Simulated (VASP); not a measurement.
Input for VASP

File KPOINTS:
```
Automatic mesh
0
Gamma
13 13 13
0 0 0
```

INCAR:
```
! general
SYSTEM   =  Hf
PREC     =  Accurate
ENCUT    =  300   ! plane-wave cut-off (eV)
LREAL    =  .FALSE.   ! projection in real space or not
LASPH    =  .TRUE.   ! aspherical one-centre terms

! electronic loop
EDIFF    =  1E-6
NELM     =  100   ! most electronic steps
ALGO     =  Normal   ! blocked Davidson
LMAXMIX  =  6   ! l cut-off of mixed one-centre charges

! smearing
ISMEAR   =  -1
SIGMA    =  0.05   ! width (eV)

! functional
GGA      =  PS

! ions
ISIF     =  2

! output
LWAVE    =  .FALSE.
LCHARG   =  .FALSE.
```

### POSCAR
```
Hf
1
    0.0000000000     2.2200000000     2.2200000000
    2.2200000000     0.0000000000     2.2200000000
    2.2200000000     2.2200000000     0.0000000000
Hf
1
Direct
  0.0000000000   0.0000000000   0.0000000000
```

POTCAR, in this order: Hf_pv (PBE.64 set). Program: vasp_std.

Write an equivalent input for Quantum ESPRESSO's pw.x.

One equivalent input (not run):
```
&CONTROL
  calculation = 'scf'
  pseudo_dir = './pseudo'
  outdir = './out'
  tprnfor = .true.
  tstress = .true.
/
&SYSTEM
  ibrav = 0
  nat = 1
  ntyp = 1
  ecutwfc = 58
  occupations = 'smearing'
  smearing = 'fermi-dirac'
  degauss = 0.003675
  input_dft = 'pbesol'
/
&ELECTRONS
  conv_thr = 7.3e-08
  electron_maxstep = 100
/
ATOMIC_SPECIES
  Hf 178.490 Hf.upf
CELL_PARAMETERS angstrom
     0.0000000    2.2200000    2.2200000
     2.2200000    0.0000000    2.2200000
     2.2200000    2.2200000    0.0000000
ATOMIC_POSITIONS crystal
  Hf   0.0000000  0.0000000  0.0000000
K_POINTS automatic
  13 13 13 0 0 0
```
The two are equivalent in intent, not identical: the potentials are each code's own (VASP's PAW set, PseudoDojo norm-conserving files in pw.x), so ENCUT and ecutwfc are chosen apart and not converted; conv_thr bounds pw.x's estimated SCF error, while EDIFF bounds the energy change between steps.

The structure comes from a measured Hf entry (Fm-3m) of the Crystallography Open Database, whose conditions weren't checked. The cell was not relaxed at this level. The run is one of a series of settings (GGA = PS, POTCAR Hf_pv (PBE.64 set) against the base run), some of them coarse on purpose.
